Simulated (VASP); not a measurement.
Energy against volume of ZnS (zinc blende). These are AM05 GGA, VASP's PBE PAW potentials (set 64) (plane waves; VASP) values and carry that method's errors. Run with 520 eV cut-off, 9×9×9 Γ-centred mesh, Gaussian smearing of 0.050 eV, potentials Zn S.

| V (Å³/atom) | E (eV/atom) |
|---|---|
| 18.821 | -3.56619 |
| 19.403 | -3.57065 |
| 19.985 | -3.56686 |
| 20.567 | -3.55605 |

Question: Fit these four points and predict the energy of the run at 18.238 Å³/atom.

Answer: A cubic in V^(−2/3), the third-order Birch-Murnaghan form, passes through the four points with V0 = 19.41 Å³/atom and B0 = 75 GPa, and gives -3.5520 eV/atom there. The run gave -3.5520 eV/atom, +0.0 meV/atom from the fit; all five points give B0 = 76 GPa.

The compound is ZnS in the zinc blende structure. It was relaxed first.
